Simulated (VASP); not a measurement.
Method: MS2 meta-GGA, VASP's PBE PAW potentials (set 64) (plane waves; VASP).

VASP ran on this input.

File KPOINTS:
```
Regular mesh
0
G
  16 16 16
```

**POSCAR**
```
Cu
1
    0.0000000000     1.8050000000     1.8050000000
    1.8050000000     0.0000000000     1.8050000000
    1.8050000000     1.8050000000     0.0000000000
Cu
1
Direct
  0.0000000000   0.0000000000   0.0000000000
```

### INCAR
```
PREC = Accurate
EDIFFG = -0.01   ! ionic stop
IBRION = 2
LCHARG = .FALSE.
METAGGA = MS2
NELM = 100   ! most electronic steps
LWAVE = .FALSE.
LMIXTAU = .TRUE.
LREAL = .FALSE.   ! projection in real space or not
LMAXMIX = 4
ALGO = Normal
NSW = 60   ! most ionic steps
LASPH = .TRUE.
SYSTEM = Cu
SIGMA = 0.1   ! width (eV)
ISMEAR = 1
ENCUT = 520   ! plane-wave cut-off (eV)
EDIFF = 1E-6   ! SCF stop (eV)
ISIF = 3   ! ions, shape and volume
```

POTCAR, in this order: Cu (PBE.64 set). Program: vasp_std.

### Question
What will the output report for the number of irreducible k-points (NKPTS), largest plane-wave count, number of space-group operations, FFT grid (NGX, NGY, NGZ)?

### Answer

The number of irreducible k-points (NKPTS) comes out as 145 and the largest plane-wave count is 332. The number of space-group operations is 48. The FFT grid (NGX, NGY, NGZ) is 20 × 20 × 20.

The compound is Cu in the fcc structure. This run relaxes it. Symmetry was kept, so distortions that lower it aren't found.
